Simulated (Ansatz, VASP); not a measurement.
# One calculation of TiHg, two programs

File INCAR:

```
PREC = Accurate
ENCUT = 520
EDIFF = 1E-7
ISMEAR = -1
SIGMA = 0.05
LREAL = False
LASPH = True
NELM = 80
ALGO = Normal
ISIF = 2
LWAVE = False
LCHARG = False
GGA = CA
NBANDS = 19
```

Contents of KPOINTS:

```
regular mesh
0
Gamma
  8 8 6
```

The input POSCAR:

```
TiHg
1.0
    3.0090000000      0.0000000000      0.0000000000
    0.0000000000      3.0090000000      0.0000000000
    0.0000000000      0.0000000000      4.0410000000
Ti Hg
1 1
Direct
    0.5000000000      0.5000000000      0.5000000000
    0.0000000000      0.0000000000      0.0000000000
```

Input for Ansatz:

```yaml
crystal:
  lattice:
    - [3.009, 0.0, 0.0]
    - [0.0, 3.009, 0.0]
    - [0.0, 0.0, 4.041]
  atoms:
    - { symbol: Ti, position: [0.5, 0.5, 0.5] }
    - { symbol: Hg, position: [0.0, 0.0, 0.0] }
basis:
  ecutwfc: 450.0
kpoints:
  mp_grid:
    grid: [8, 8, 6]
hamiltonian:
  xc: lda
scf:
  occupations:
    method: fermi_dirac
    width: 0.05
output:
  forces: true
  stress: true
```

Alike in both runs: task single point; functional LDA; k mesh 8 × 8 × 6; occupations fermi-dirac, width 0.05 eV; no spin polarisation.

```csv
,VASP,Ansatz
version,VASP 6.6.1,Ansatz 0.2.0
potentials or method,"VASP PAW LDA potentials, release 64 (Ti_sv, Hg)","plane waves, PAW"
plane-wave cutoff (eV),520,450
valence electrons in the cell,24,32
```

|  | VASP | Ansatz | Ansatz less VASP |
| --- | --- | --- | --- |
| pressure (GPa) | -5.9 | -6.8 | -0.88 |
| largest component of the traceless stress (GPa) | 0.13 | 0.14 | +0.005 |

The two sets of potentials don't hold the same shells in valence.

The runs have no spin-orbit coupling, so splittings on Hg are missing.
